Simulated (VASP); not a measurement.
Level of theory: LDA (Ceperley-Alder, Perdew-Zunger), VASP's LDA PAW potentials (set 64) (plane waves; VASP 6.6.1).

VASP ran on this input.

**KPOINTS**
```
kpoints
0
G
 7 7 7
0 0 0
```

File POSCAR:
```
KMgH3
3.94450
  1.0000000000   0.0000000000   0.0000000000
  0.0000000000   1.0000000000   0.0000000000
  0.0000000000   0.0000000000   1.0000000000
H Mg K
3 1 1
Direct
  0.0000000000   0.5000000000   0.5000000000
  0.5000000000   0.0000000000   0.5000000000
  0.5000000000   0.5000000000   0.0000000000
  0.5000000000   0.5000000000   0.5000000000
  0.0000000000   0.0000000000   0.0000000000
```

**INCAR**
```
! general
SYSTEM = KMgH3
PREC   = Accurate
ENCUT  = 300
LREAL  = .False.   ! projection in real space or not
LASPH  = .True.   ! aspherical one-centre terms

! electronic loop
EDIFF  = 1E-6   ! SCF stop (eV)
NELM   = 100
ALGO   = Normal

! smearing
ISMEAR = 0
SIGMA  = 0.272

! ions
ISIF   = 2

! output
LWAVE  = .False.
LCHARG = .False.
```

POTCAR, in this order: H Mg K_sv (LDA.64 set). Program: vasp_std.

Output of the run:

OSZICAR:
```
       N       E                     dE             d eps       ncg     rms          rms(c)
DAV:   1     0.318662556849E+02    0.31866E+02   -0.44885E+03   448   0.729E+02
DAV:   2    -0.142975375060E+02   -0.46164E+02   -0.44046E+02   514   0.201E+02
DAV:   3    -0.161721830739E+02   -0.18746E+01   -0.18711E+01   620   0.342E+01
DAV:   4    -0.162165130803E+02   -0.44330E-01   -0.44307E-01   628   0.490E+00
DAV:   5    -0.162176400068E+02   -0.11269E-02   -0.11269E-02   632   0.637E-01    0.645E+00
DAV:   6    -0.153722664422E+02    0.84537E+00   -0.71359E-01   497   0.517E+00    0.422E+00
DAV:   7    -0.150944068293E+02    0.27786E+00   -0.86914E-01   512   0.496E+00    0.180E+00
DAV:   8    -0.150987349245E+02   -0.43281E-02   -0.49543E-02   578   0.219E+00    0.318E-01
DAV:   9    -0.150980987232E+02    0.63620E-03   -0.27661E-03   545   0.460E-01    0.102E-01
DAV:  10    -0.150981316106E+02   -0.32887E-04   -0.19374E-04   611   0.902E-02    0.116E-02
DAV:  11    -0.150981305937E+02    0.10169E-05   -0.12026E-05   590   0.325E-02    0.105E-02
DAV:  12    -0.150981302298E+02    0.36394E-06   -0.14228E-06   348   0.886E-03
   1 F= -.15098130E+02 E0= -.15098130E+02  d E =-.100996E-10
```

File OUTCAR:
```
------------------------ aborting loop because EDIFF is reached ----------------------------------------
  FORCE on cell =-STRESS in cart. coord.  units (eV):
  Direction    XX          YY          ZZ          XY          YZ          ZX
  --------------------------------------------------------------------------------------
  Total       -0.8695490     -0.8695490     -0.8695490     -0.0000000      0.0000000     -0.0000000
  in kB      -22.7001526    -22.7001526    -22.7001526     -0.0000000      0.0000000     -0.0000000
  external PRESSURE =     -22.7001526 kB  Pullay stress =       0.0000000 kB
  volume of cell :       61.37
      direct lattice vectors                 reciprocal lattice vectors
     3.944500000  0.000000000  0.000000000     0.253517556  0.000000000  0.000000000
     0.000000000  3.944500000  0.000000000     0.000000000  0.253517556  0.000000000
     0.000000000  0.000000000  3.944500000     0.000000000  0.000000000  0.253517556
 POSITION                                       TOTAL-FORCE (eV/Angst)
 -----------------------------------------------------------------------------------
      0.00000      1.97225      1.97225         0.000000      0.000000      0.000000
      1.97225      0.00000      1.97225         0.000000      0.000000      0.000000
      1.97225      1.97225      0.00000         0.000000      0.000000      0.000000
      1.97225      1.97225      1.97225         0.000000      0.000000      0.000000
      0.00000      0.00000      0.00000         0.000000      0.000000      0.000000
 -----------------------------------------------------------------------------------
    total drift:                               -0.000000     -0.000000      0.000000
  FREE ENERGIE OF THE ION-ELECTRON SYSTEM (eV)
  ---------------------------------------------------
  free  energy   TOTEN  =       -15.0981302298 eV

  energy  without entropy=      -15.0981302298  energy(sigma->0) =      -15.09813023
```
(Selected blocks of OUTCAR.)

At this cut-off the stress carries a Pulay error, which pulls relaxed volumes low.

The structure comes from a measured KMgH3 entry of the Crystallography Open Database, whose conditions weren't checked. The cell was not relaxed at this level, and its volume differs by -5.9 % from the start's.
